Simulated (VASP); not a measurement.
BaZrO₃ (cubic perovskite) relaxed at rising pressure, in one space group throughout; other phases were not tried. The pressures are those reached. Method: PBE GGA, VASP's PBE PAW potentials (set 64) (plane waves; VASP).

```tsv
P (GPa)	V (Å³/atom)	k-mesh
0.00	15.183	5×5×5
4.97	14.720	5×5×5
9.95	14.323	6×6×6
19.98	13.663	6×6×6
29.97	13.133	6×6×6
```

A change of mesh leaves a small step in the series.

### Question
Fit an equation of state and predict the volume at 44.90 GPa.

### Answer
Least squares on the third-order Birch-Murnaghan form, P = (3B0/2)(y⁷ − y⁵)[1 + (3/4)(B′ − 4)(y² − 1)] with y = (V0/V)^(1/3), gives V0 = 15.183 Å³/atom, B0 = 150 GPa and B′ = 4.4, and so 12.497 Å³/atom. The run gave 12.496 Å³/atom, -0.0 % from the fit.

Pressures at which the relaxation failed are left out.

The compound is BaZrO3 in the cubic perovskite structure.
